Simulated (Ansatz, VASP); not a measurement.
This is a calculation of CsSi2 for Ansatz 0.2.0.

Contents of input.yaml:

```yaml
crystal:
  lattice:
    - [6.37157, 0.0637157, 0.0]
    - [-3.1306006, 5.4860822, 0.0]
    - [0.0, 0.0, 4.47866]
  atoms:
    - { symbol: Cs, position: [0.0, 0.0, 0.0] }
    - { symbol: Si, position: [0.66667, 0.33333, 0.25039] }
    - { symbol: Si, position: [0.66667, 0.33333, 0.74961] }
hamiltonian:
  xc: pbe
  pseudopotentials: { kind: paw }
kpoints:
  mp_grid: { grid: [5, 5, 6] }
scf:
  occupations: { method: fermi_dirac, width: 0.05 }
output:
  forces: true
  stress: true
  eigenvalues: true
```

Potentials or basis: Ansatz PAW.

Launch:

```sh
$ ansatz run input.yaml --threads 2 --pin off --max-ram 5632MiB --backend cpu --events-out ev --progress --plain --runs-dir out
```

Question: Set up the same calculation for VASP 6.6.1. Potentials there: VASP PAW PBE potentials, release 64 (Cs_sv, Si).

Answer: As run (the cutoff follows the program's own potentials):

The input INCAR:

```
SYSTEM = CsSi2
  PREC = Accurate
  ENCUT = 520
  EDIFF = 1E-6
  ISMEAR = -1
  SIGMA = 0.05
  LREAL = .FALSE.
  LASPH = .TRUE.
  NELM = 60
  ALGO = Normal
  ISIF = 2
  LWAVE = .FALSE.
  LCHARG = .TRUE.
  GGA = PE
  LELF = .TRUE.
  LVHAR = .TRUE.
  NBANDS = 16
```

File KPOINTS:

```
regular mesh
0
G
  5 5 6
  0 0 0
```

The input POSCAR:

```
CsSi2
1.0
    6.3715700000      0.0637157000      0.0000000000
   -3.1306006000      5.4860822000      0.0000000000
    0.0000000000      0.0000000000      4.4786600000
Cs Si
1 2
Direct
    0.0000000000      0.0000000000      0.0000000000
    0.6666700000      0.3333300000      0.2503900000
    0.6666700000      0.3333300000      0.7496100000
```

Potentials or basis: VASP PAW PBE potentials, release 64 (Cs_sv, Si).

Command:

```console
$ cat potpaw_PBE.64/Cs_sv/POTCAR potpaw_PBE.64/Si/POTCAR > POTCAR
$ mpirun -np 1 vasp_std > vasp.out
```

Both were run:

|  | VASP | Ansatz | Ansatz less VASP |
| --- | --- | --- | --- |
| gap on the k mesh at the Fermi level (eV) | none | none | - |
| pressure (GPa) | -0.5 | -0.5 | +0.02 |
| largest component of the traceless stress (GPa) | 1.06 | 0.99 | -0.071 |
| rms of the force components (eV/Å) | 0.079 | 0.081 | +0.0014 |

Atom by atom the forces differ by 0.002 eV/Å (rms over components). A gap of «none» marks a metal or a gap that the smearing closes. With one functional, cell and mesh, what is left measures potentials, basis and numerics.

The runs have no spin-orbit coupling, so splittings on Cs are missing.
